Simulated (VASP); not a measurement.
An input for Quantum ESPRESSO's pw.x (written as the equivalent of a VASP run, and not itself run):

```
&CONTROL
  calculation = 'vc-relax'
  pseudo_dir = './pseudo'
  outdir = './out'
  tprnfor = .true.
  tstress = .true.
  nstep = 60
  forc_conv_thr = 0.00039
/
&SYSTEM
  ibrav = 0
  nat = 2
  ntyp = 2
  ecutwfc = 94
  occupations = 'smearing'
  smearing = 'methfessel-paxton'
  degauss = 0.00735
  input_dft = 'pbe'
/
&ELECTRONS
  conv_thr = 7.3e-08
  electron_maxstep = 100
/
&IONS
/
&CELL
/
ATOMIC_SPECIES
  Cr 51.996 Cr.upf
  Al 26.982 Al.upf
CELL_PARAMETERS angstrom
    -0.0000000    2.4551959    2.4551959
     2.4551959    0.0000000    2.4551959
     2.4551959    2.4551959   -0.0000000
ATOMIC_POSITIONS crystal
  Cr   0.0000000  1.0000000  0.0000000
  Al   0.5000000  0.5000000  0.5000000
K_POINTS automatic
  12 12 12 0 0 0
```

Task: Write the VASP files for the same calculation (PBE).

Result: Several could match; the one computed here: 
**KPOINTS**
```
Regular mesh
0
Gamma
  12 12 12
```

**INCAR**
```
IBRION  =  2
ALGO  =  Normal
ISIF  =  3
NSW  =  60   ! most ionic steps
ISMEAR  =  1   ! Methfessel-Paxton
LASPH  =  .TRUE.   ! aspherical one-centre terms
LMAXMIX  =  4
SYSTEM  =  CrAl
ENCUT  =  400
SIGMA  =  0.1
LWAVE  =  .FALSE.
GGA  =  PE
NELM  =  100   ! most electronic steps
EDIFF  =  1E-6
LCHARG  =  .FALSE.
PREC  =  Accurate
LREAL  =  .FALSE.
EDIFFG  =  -0.01   ! ionic stop
```

File POSCAR:
```
CrAl
1.0
  0.0000000000   2.4551958620   2.4551958620
  2.4551958620   0.0000000000   2.4551958620
  2.4551958620   2.4551958620   0.0000000000
Cr Al
1 1
Cartesian
  2.4551958620   0.0000000000   2.4551958620
  2.4551958620   2.4551958620   2.4551958620
```

POTCAR, in this order: Cr_pv Al (PBE.64 set). Program: vasp_std.

The two are equivalent in intent, not identical: the potentials are each code's own (VASP's PAW set, PseudoDojo norm-conserving files in pw.x), so ENCUT and ecutwfc are chosen apart and not converted; conv_thr bounds pw.x's estimated SCF error, while EDIFF bounds the energy change between steps; forc_conv_thr acts on force components and is met together with etot_conv_thr.

The structure was generated: CrAl was put into the rock salt type (Fm-3m), which need not be its known phase. This run relaxes it. Symmetry was kept, so distortions that lower it aren't found. The start is the result of an earlier pass.
